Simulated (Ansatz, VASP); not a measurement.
# Cross-check of HfB2 between VASP and Ansatz

Wanted: the spread between two codes on one cell, functional and k mesh. Of the first pair: The structure shown is the end of the Ansatz relaxation below.

Main program and level: Ansatz 0.2.0; plane waves, with VASP 6.6.1 beside it; single point at LDA and zone-centre phonons at LDA.

### 1. The structure

It takes space group P6/mmm (No. 191, hexagonal). Conventional cell: a = 3.122 Å, b = 3.122 Å, c = 3.449 Å, α = 90.00°, β = 90.00°, γ = 120.00°. Nearest to B lie 3 B at 1.80 Å and 6 Hf at 2.49 Å. Nearest to Hf lie 12 B at 2.49 Å. Farther neighbours are not listed.

### 2. Ansatz: relaxation, LDA

Ansatz runs on its PAW soft_1 files.

This run makes the geometry at which the two programs are then compared.

input.yaml

```yaml
crystal:
  lattice:
    - [3.123493007, 0.0, 0.0]
    - [-1.5617465035, 2.7050242926, 0.0]
    - [0.0, 0.0, 3.4449904621]
  atoms:
    - { symbol: B, position: [0.3333333333, 0.6666666667, 0.5] }
    - { symbol: B, position: [0.6666666667, 0.3333333333, 0.5] }
    - { symbol: Hf, position: [0.0, 0.0, 0.0] }
kpoints:
  mp_grid: { grid: [15, 15, 12] }
hamiltonian:
  xc: lda
  pseudopotentials: { kind: paw, azcp: { folder: soft_1 }, xc_functional: pbe }
scf:
  occupations: { method: methfessel_paxton, width: 0.2 }
output:
  forces: true
  stress: true
  eigenvalues: true
relax:
  adjacent_minimum: "off"
  f_tol: 0.001
  max_steps: 60
  cell: { stress_tol: 0.01, fix: [volume] }
```

Command:

```bash
$ ansatz run input.yaml --threads 4 --pin off --max-ram 10240MiB --backend cpu --events-out ev --progress --plain --runs-dir out
```

Numbers of over 12 decimals in the logs are rounded to 6 here.

Output:

```text
Engine: ansatz 0.2.0, x86_64-unknown-linux-gnu
Pseudopotentials: kind: paw
Pseudopotential: B, paw, valence charge 3, recommended cutoff 420 eV (normal), soft_1/B.paw.azcp
Pseudopotential: Hf, paw, valence charge 26, recommended cutoff 420 eV (normal), soft_1/Hf.paw.azcp
Functional definition: SPW92
  exchange = slater_x
  correlation = pw_c
Crystal: 3 atoms, lattice volume = 29.107 Å³
Basis set: ecut = 420 eV, 563 PW (Γ)
Bands: 20, of which v1, the nominal top of the filled ones, is band 16 counted from 1 (15 counted from 0)
Symmetry: 24 space group operations
Space group: P6/mmm (ITA 191), of the structure as read, at distance tolerance 3.1e-5 Å
k-points: 189 of 2700
Non-local potential: B, projectors of the file, l = 0: 2, l = 1: 2, l = 2: 1
Non-local potential: Hf, projectors of the file, l = 0: 3, l = 1: 2, l = 2: 2, l = 3: 3
PAW form: soft (Blöchl's): semilocal exchange-correlation on the pseudo side does not see the compensation charge
PAW frozen core: B, regenerated for the run's functional, and the local potential with it (the file was generated under x = pbe(κ = 0.804, μ = 0.219515), c = pbe(β = 0.066725))
PAW frozen core: Hf, regenerated for the run's functional, and the local potential with it (the file was generated under x = pbe(κ = 0.804, μ = 0.219515), c = pbe(β = 0.066725))
PAW one-centre angular grid: B, 110 points (default); XC on 64 Gauss nodes
PAW one-centre angular grid: Hf, 590 points (default); XC on 64 Gauss nodes
Initial density: superposition of atomic densities (chi_scale 0.1, normalization cell, long waves kept (reshape's long-wave potential 0.00 eV rms))
Initial wavefunctions: pseudopotential atomic-orbital guess
Functional: x = slater, c = lda
SCF iter   1: F=—  HF=-15780.947161 eV  |F-HF|=—  |Δ(HF+E_count)|=         —  Δρ=6.59e-2  dr2=2.01e0  ethr=3.10e-3  ⟨swp⟩=4.0  Hψ=14787  notcnv=0
preconditioner: auto → none  [metal: Δε(μ)=0.032 eV  Ē_g=16.717 eV  σ=0.200 eV  W_gap=0.13  n_scr=8 (ndim 8)  ℏωp=37.7 eV  f_vac=0.000  D(μ)=0.24/eV (n_scr^D=0)  sad-step TF]
SCF iter   2: F=—  HF=-15780.517627 eV  |F-HF|=—  |Δ(HF+E_count)|=   4.30e-1  S|Δr|=    0.00e0  Δρ=3.48e-2  dr2=5.76e-1  ethr=3.10e-3  ⟨swp⟩=2.7  Hψ=7411  notcnv=0
SCF iter   3: F=—  HF=-15780.377178 eV  |F-HF|=—  |Δ(HF+E_count)|=   1.40e-1  S|Δr|=    0.00e0  Δρ=1.07e-2  dr2=2.11e-2  ethr=1.80e-3  ⟨swp⟩=2.1  Hψ=7789  notcnv=0
SCF iter   4: F=—  HF=-15780.319291 eV  |F-HF|=—  |Δ(HF+E_count)|=   5.79e-2  S|Δr|=    0.00e0  Δρ=2.94e-3  dr2=1.34e-3  ethr=6.59e-5  ⟨swp⟩=2.4  Hψ=7671  notcnv=0
SCF iter   5: F=—  HF=-15780.322210 eV  |F-HF|=—  |Δ(HF+E_count)|=   2.92e-3  S|Δr|=    0.00e0  Δρ=9.40e-4  dr2=2.59e-4  ethr=4.20e-6  ⟨swp⟩=2.0  Hψ=6960  notcnv=0
SCF iter   6: F=—  HF=-15780.322004 eV  |F-HF|=—  |Δ(HF+E_count)|=   2.07e-4  S|Δr|=    0.00e0  Δρ=1.08e-4  dr2=5.98e-6  ethr=8.09e-7  ⟨swp⟩=2.0  Hψ=6802  notcnv=0
SCF iter   7: F=—  HF=-15780.322002 eV  |F-HF|=—  |Δ(HF+E_count)|=   1.18e-6  S|Δr|=    0.00e0  Δρ=3.27e-5  dr2=5.10e-7  ethr=1.87e-8  ⟨swp⟩=2.0  Hψ=6110  notcnv=0
SCF iter   8: F=-15780.322002 eV  HF=-15780.322002 eV  |F-HF|=7.34e-9  |Δ(HF+E_count)|=   1.57e-7  S|Δr|=    0.00e0  Δρ=4.58e-6  dr2=7.64e-9  ethr=3.13e-10  ⟨swp⟩=5.7  Hψ=17749  notcnv=0
the search or the solves at the SCF's close seem to have found levels that the self-consistency loop had missed (the run counts 1). By its estimate they hold under 1e-12 electrons; where the run keeps them, the occupations were computed again with them
SCF 1 converged in 8 iterations: F = -15780.322002 eV  dr2 = 7.64e-9
  greatest PAW one-centre occupation: 0.998 electrons in one spin orbital (limit 2), on the Hf atom at site 2 (counted from 0), in its partial waves of l = 3
relax step   1: F+E_penalty+E_count = -15780.32200217 eV  Δ(F+E_penalty+E_count) = +0.000e0 eV  max|allowed force component| = 1.850e-16 eV/Å  Δτ_max = 0.0000 Å  P = -5.241 GPa  Ω = 29.107 Å³  fix = [volume]  reactions: volume -5.241 GPa  (8 SCF iters, dr2 threshold 1.00e-7 eV, accepted)
[...]
relax step   2: F+E_penalty+E_count = -15780.32205904 eV  Δ(F+E_penalty+E_count) = -5.688e-5 eV  max|allowed force component| = 1.018e-16 eV/Å  Δτ_max = 0.0000 Å  P = -5.198 GPa  Ω = 29.107 Å³  energy of the carried Pulay correction = +5.475e-6 eV  fix = [volume]  reactions: volume -5.198 GPa  (4 SCF iters, dr2 threshold 3.00e-7 eV, accepted)
[...]
relax step   3: F+E_penalty+E_count = -15780.32206410 eV  Δ(F+E_penalty+E_count) = -5.054e-6 eV  max|allowed force component| = 3.053e-16 eV/Å  Δτ_max = 0.0000 Å  P = -5.209 GPa  Ω = 29.107 Å³  energy of the carried Pulay correction = +4.104e-6 eV  fix = [volume]  reactions: volume -5.209 GPa  (3 SCF iters, dr2 threshold 4.35e-8 eV, accepted)
[...]
relax step   4: F+E_penalty+E_count = -15780.32206614 eV  Δ(F+E_penalty+E_count) = -2.039e-6 eV  max|allowed force component| = 3.176e-16 eV/Å  Δτ_max = 0.0000 Å  P = -5.209 GPa  Ω = 29.107 Å³  fix = [volume]  reactions: volume -5.209 GPa  stress off target by 1.80e-3 GPa on what of the cell is left free  SCF on the basis re-selected at this cell (its energy is not comparable with the rows above)  (5 SCF iters)
basis re-selected at this cell: Δ(F+E_penalty+E_count) = -2.039e-6 eV, ΔP = -0.001 GPa vs the last step (what re-selecting the basis moved, of the pressure what is left beyond the Pulay correction that the steps carried, after the strain that the cell walked since its last selection, with what the two solves' SCF thresholds leave and, on support functions, any second-order correction that the steps lacked; it is no m [...]
SCF converged after 5 iterations
Stability not checked: this state was not tested for a lower state beside it, because cold or Methfessel-Paxton smearing, or corrected tetrahedra, fill the levels in a way that the test cannot read (fill_not_monotonic; see scf.lower_state_search)
Free energy (F): -15780.322066 eV
Harris-Foulkes:  -15780.322066 eV  (|F-HF|=3.64e-12)
Internal energy: -15780.322500 eV  (E = F + TS)
E sigma→0 (E₀):  -15780.322175 eV
Entropy (-TS):   0.000434 eV (0.145 meV/atom)
Fermi energy:    19.275437 eV
--- Per-component energies (eV) ---
  E_band       = 90.011388
  E_kinetic    = 513.993125
  E_local      = -6479.401936  (includes V_loc(G=0)·N_el)
  E_nonlocal   = 90.151171
  E_hartree    = 3188.568334
  E_xc         = -332.919310
  E_vxc        = -336.352090  (∫ρ·V_xc dr)
  E_paw        = -7600.092250  (= ΣΔE_a)
  E_vpaw       = -75.515686  (= ΣTr[D̂ρ^β])
  E_aug_tail   = 0.000135  (compensation charges beyond the density's cutoff)
  E_ewald      = -5163.170526
  E_core_change = 2.548757  (= ΣΔE_core)
  E_smearing   = 0.000434  (= −TS)
  E_closure    = 0.000000  (closes the sum)
  Σ components = -15780.322066   (vs F -15780.322066, Δ=0.00e0)
--- Forces (eV/Å), atoms counted from 1 ---
  atom   1  B     -0.00000000     0.00000000    -0.00000000
  atom   2  B      0.00000000    -0.00000000     0.00000000
  atom   3  Hf     0.00000000     0.00000000     0.00000000
  max |Σ_I F_I| component: 7.40e-17 eV/Å
--- Stress (GPa, compression-positive) ---
       -5.210352      -0.000000      -0.000000
        0.000000      -5.210352      -0.000000
       -0.000000      -0.000000      -5.207645
  P = ⅓ Tr σ = -5.2094 GPa (-52.094 kbar)
--- Band table (eV; the first three rows and the last of 189) ---
  k-point 0: bands = [... 12 lower, 16.2041, 16.2934, 16.2934, 16.6320, 23.2693, 23.2693, 23.9611, 23.9611]
  k-point 1: bands = [... 12 lower, 15.3450, 16.3669, 16.3669, 17.4505, 22.4511, 22.4511, 23.7176, 23.7176]
  k-point 2: bands = [... 12 lower, 14.2673, 16.5842, 16.5842, 18.4318, 21.4391, 21.4391, 23.0772, 23.0772]
  k-point 188: bands = [... 12 lower, 10.1998, 13.8066, 16.1312, 16.1312, 23.8035, 24.7439, 26.3644, 26.3644]
--- Relaxed structure (3 steps of the walk, 3 accepted, 1 SCFs on fresh bases) ---
  F+E_penalty+E_count = -15780.32206614 eV   max|allowed force component| = 3.176e-16 eV/Å   (the final SCF, on the basis selected at the relaxed cell)
  cell:  # Å, volume = 29.1072 Å³
    - [3.121815, 0, 0]
    - [-1.560908, 2.703571, 0]
    - [0, 0, 3.448694]
  atoms:
    - { symbol: B, position: [0.333333, 0.666667, 0.500000] }
    - { symbol: B, position: [0.666667, 0.333333, 0.500000] }
    - { symbol: Hf, position: [0, 0, 0] }
```

### 3. VASP: single point, LDA, pair 1

The same cell, functional (in two slightly different forms), mesh and smearing now go to VASP, with its own data sets.

Lines of VASP's logs that name or quote its potential files are left out, and so is its time.

INCAR

```
SYSTEM = HfB2
PREC = Accurate
ENCUT = 500
EDIFF = 1E-06
NELM = 120
ISMEAR = 1
SIGMA = 0.2
LREAL = .FALSE.
ALGO = Normal
GGA = CA
NBANDS = 14
LASPH = .TRUE.
LORBIT = 11
LWAVE = .FALSE.
LCHARG = .FALSE.
ISIF = 2
GGA_COMPAT = .FALSE.
KPAR = 2
```

POSCAR

```
HfB2
1.0
    3.1218154328      0.0000000000      0.0000000000
   -1.5609077164      2.7035714707      0.0000000000
    0.0000000000      0.0000000000      3.4486939353
B Hf
2 1
Direct
    0.3333333333      0.6666666667      0.5000000000
    0.6666666667      0.3333333333      0.5000000000
    0.0000000000      0.0000000000      0.0000000000
```

KPOINTS

```
Automatic mesh
0
Gamma
15 15 12
0 0 0
```

Potentials, in the order of the species: B and Hf_pv (LDA family, release 64).

Command:

```bash
$ mpirun -np 2 vasp_std
```

Output:

```text
[banner, memory and clock lines left out]
running    2 mpi-ranks, on    1 nodes
 distrk:  each k-point on    1 cores,    2 groups
 distr:  one band on    1 cores,    1 groups

 POSCAR found type information on POSCAR B Hf
 POSCAR found :  2 types and       3 ions
 LDA part: xc-table for (Slater(with rela. corr.)+CA(PZ))
 , standard interpolation
 POSCAR, INCAR and KPOINTS ok, starting setup
 FFT: planning ... GRIDC
 FFT: planning ... GRID_SOFT
 FFT: planning ... GRID
 WAVECAR not read
 entering main loop
       N       E                     dE             d eps       ncg     rms          rms(c)
DAV:   1     0.252422637807E+02    0.25242E+02   -0.79491E+03  5292   0.105E+03
DAV:   2    -0.299080588289E+02   -0.55150E+02   -0.51512E+02  6862   0.222E+02
DAV:   3    -0.314381226181E+02   -0.15301E+01   -0.15206E+01  7086   0.279E+01
DAV:   4    -0.314454534385E+02   -0.73308E-02   -0.73284E-02  6060   0.229E+00
DAV:   5    -0.314455017713E+02   -0.48333E-04   -0.48331E-04  7032   0.160E-01    0.550E+01
DAV:   6    -0.290674839911E+02    0.23780E+01   -0.37495E+00  6396   0.133E+01    0.404E+01
DAV:   7    -0.290145334296E+02    0.52951E-01   -0.11205E+00  6744   0.744E+00    0.122E+01
DAV:   8    -0.289516076912E+02    0.62926E-01   -0.30084E-01  6356   0.402E+00    0.175E+00
DAV:   9    -0.289466872538E+02    0.49204E-02   -0.25375E-02  6228   0.125E+00    0.492E-01
DAV:  10    -0.289464243575E+02    0.26290E-03   -0.10339E-03  6534   0.270E-01    0.267E-01
DAV:  11    -0.289464302144E+02   -0.58569E-05   -0.70346E-05  6582   0.639E-02    0.101E-01
DAV:  12    -0.289464280035E+02    0.22109E-05   -0.41647E-06  6222   0.157E-02    0.172E-02
DAV:  13    -0.289464279954E+02    0.81009E-08   -0.28479E-07  3048   0.440E-03
   1 F= -.28946428E+02 E0= -.28946557E+02  d E =0.387653E-03
```

Parts of OUTCAR (step 3):

```text
ion  position               nearest neighbor table
   1  0.333  0.667  0.500-   2 1.80   2 1.80   2 1.80   3 2.49   3 2.49   3 2.49   3 2.49   3 2.49
                             3 2.49
   2  0.667  0.333  0.500-   1 1.80   1 1.80   1 1.80   3 2.49   3 2.49   3 2.49   3 2.49   3 2.49
                             3 2.49
   3  0.000  0.000  0.000-   1 2.49   2 2.49   1 2.49   2 2.49   1 2.49   1 2.49   2 2.49   2 2.49
                             2 2.49   2 2.49   1 2.49   1 2.49

  LATTYP: Found a hexagonal cell.
 ALAT       =     3.1218154328
 C/A-ratio  =     1.1047078245

 Subroutine GETGRP returns: Found 24 space group operations
 (whereof 24 operations were pure point group operations)

The static configuration has the point symmetry D_6h.

 Found    189 irreducible k-points:

   k-points           NKPTS =    189   k-points in BZ     NKDIM =    189   number of bands    NBANDS=     14

   dimension x,y,z NGX =    24 NGY =   24 NGZ =   28
   dimension x,y,z NGXF=    48 NGYF=   48 NGZF=   56

   ENCUT  =  500.0 eV  36.75 Ry    6.06 a.u.   5.69  5.69  6.29*2*pi/ulx,y,z

   NELECT =      16.0000    total number of electrons

 k-points in reciprocal lattice and weights: Automatic mesh
   0.00000000  0.00000000  0.00000000       0.000
   0.06666667  0.00000000  0.00000000       0.002
   0.13333333 -0.00000000  0.00000000       0.002
   0.20000000 -0.00000000  0.00000000       0.002
   0.26666667 -0.00000000  0.00000000       0.002
   0.33333333  0.00000000  0.00000000       0.002
   0.40000000  0.00000000  0.00000000       0.002
   0.46666667  0.00000000  0.00000000       0.002
   0.06666667  0.06666667  0.00000000       0.002
[...]
0.33333333  0.26666667  0.50000000       0.004
   0.33333333  0.33333333  0.50000000       0.001

 average (electrostatic) potential at core
       1 -30.0003       2 -30.0003       3 -34.3182

 E-fermi :   7.8288

 k-point     1 :       0.0000    0.0000    0.0000
  band No.  band energies     occupation
    ...
      4      -5.8537      2.00000
      5       4.7815      2.00000
      6       4.8728      2.00000
      7       4.8728      2.00000
      8       5.1704      2.00000
      9      11.8636      0.00000
     10      11.8636      0.00000
     11      12.5586      0.00000
     12      12.5586      0.00000
     13      12.9228      0.00000
    ...

 k-point     2 :       0.0667    0.0000    0.0000
  band No.  band energies     occupation
    ...
      4      -5.7553      2.00000
      5       4.6049      2.00000
      6       4.8728      2.00000
      7       4.8809      2.00000
      8       5.0748      2.00000
      9      11.7056     -0.00000
     10      11.7948     -0.00000
     11      11.9962      0.00000
     12      12.0027      0.00000
     13      13.3372      0.00000
    ...

 k-point     3 :       0.1333   -0.0000    0.0000
  band No.  band energies     occupation
    ...
      4      -5.4677      2.00000
      5       3.9196      2.00000
      6       4.8279      2.00000
      7       4.8594      2.00000
      8       5.1407      2.00000
      9      10.7322     -0.00000
     10      11.6082     -0.00000
     11      11.6103     -0.00000
     12      12.2463      0.00000
     13      13.8255      0.00000
    ...

  Total       -0.8690533     -0.8690533     -0.7873307      0.0000000     -0.0000000      0.0000000
  in kB      -47.8362645    -47.8362645    -43.3379189      0.0000000     -0.0000000      0.0000000
  external PRESSURE =     -46.3368159 kB  Pullay stress =       0.0000000 kB

  energy-cutoff  :      500.00
  volume of cell :       29.11
      direct lattice vectors                 reciprocal lattice vectors
     3.121815433  0.000000000  0.000000000     0.320326432  0.184940552  0.000000000
    -1.560907716  2.703571471  0.000000000     0.000000000  0.369881104  0.000000000
     0.000000000  0.000000000  3.448693935     0.000000000  0.000000000  0.289964844

 POSITION                                       TOTAL-FORCE (eV/Angst)
 -----------------------------------------------------------------------------------
     -0.00000      1.80238      1.72435        -0.000000      0.000000     -0.000000
      1.56091      0.90119      1.72435         0.000000      0.000000      0.000000
      0.00000      0.00000      0.00000        -0.000000      0.000000     -0.000000
 -----------------------------------------------------------------------------------
    total drift:                               -0.000000      0.000000      0.000000

  FREE ENERGIE OF THE ION-ELECTRON SYSTEM (eV)
  ---------------------------------------------------
  free  energy   TOTEN  =       -28.9464279954 eV

  energy  without entropy=      -28.9468156486  energy(sigma->0) =      -28.94655721

 total charge
# of ion       s       p       d       tot
------------------------------------------
    1        0.664   1.301   0.000   1.965
    2        0.664   1.301   0.000   1.965
    3        0.305   6.613   1.905   8.823
--------------------------------------------------
tot          1.632   9.215   1.905  12.753

[... 3 further parts left out ...]
```

The run ends at a pressure of -4.63 GPa.

### 4. Differences

Known differences besides the potentials themselves: the two LDA forms differ slightly; the data sets hold 32 valence electrons in Ansatz (on its PAW soft_1 files) and 16 in VASP; the cutoff is 420 eV in Ansatz and 500 eV in VASP; VASP's log shows a relativistic correction to its local exchange, Ansatz's none; Ansatz's pressure holds a Pulay correction, VASP's none. Total energies have different zeros and are not compared.

Compared:

```
      quantity  Ansatz   VASP  difference
pressure (GPa)   -5.21  -4.63       -0.58
```

### 5. Ansatz: relaxation, LDA

This run makes the geometry at which the two programs are then compared. The cell compared in this pair holds 29.68 Å³, against 29.11 Å³ for the pair before.

The structure compared here is the end of the Ansatz relaxation.

input.yaml, as its differences from that of step 2:

```diff
@@ -2,5 +2,5 @@
   lattice:
-    - [3.123493007, 0.0, 0.0]
-    - [-1.5617465035, 2.7050242926, 0.0]
-    - [0.0, 0.0, 3.4449904621]
+    - [3.1420875297, 0.0, 0.0]
+    - [-1.5710437648, 2.7211276216, 0.0]
+    - [0.0, 0.0, 3.4710886793]
   atoms:
```

Command:

```bash
$ ansatz run input.yaml --threads 4 --pin off --max-ram 10240MiB --backend cpu --events-out ev --progress --plain --runs-dir out
```

Output:

```text
[...]
Crystal: 3 atoms, lattice volume = 29.678 Å³
Basis set: ecut = 420 eV, 563 PW (Γ)
Bands: 20, of which v1, the nominal top of the filled ones, is band 16 counted from 1 (15 counted from 0)
Symmetry: 24 space group operations
[...]
k-points: 189 of 2700
[...]
--- Relaxed structure (3 steps of the walk, 3 accepted, 1 SCFs on fresh bases) ---
[...]
cell:  # Å, volume = 29.6779 Å³
    - [3.140348, -2.8851561895281742e-11, 0.0]
    - [-1.570174, 2.719621, 0.0]
    - [0.0, 0.0, 3.474936]
  atoms:
    - { symbol: B, position: [0.333333, 0.666667, 0.5] }
    - { symbol: B, position: [0.666667, 0.333333, 0.5] }
    - { symbol: Hf, position: [0, 0, 0.0] }
[key lines of the parts left out:]
SCF converged after 5 iterations
Free energy (F): -15780.294948 eV
Fermi energy:    18.895704 eV
P = ⅓ Tr σ = -9.9373 GPa (-99.373 kbar)
```

[end of part 1 of 2]

[Lines on the potential files, build, host, timing and source positions are cut from VASP's logs without a mark.]

[Logs are printed without paths, hosts, clocks, repeated set-up lines and the standing remarks that a program may print on its own settings, such as how far it seeks lower states.]

[Hosts, paths, dates, database ids (printed as entryN), source tags and the programs' standing remarks are cut or masked in the printed files.]
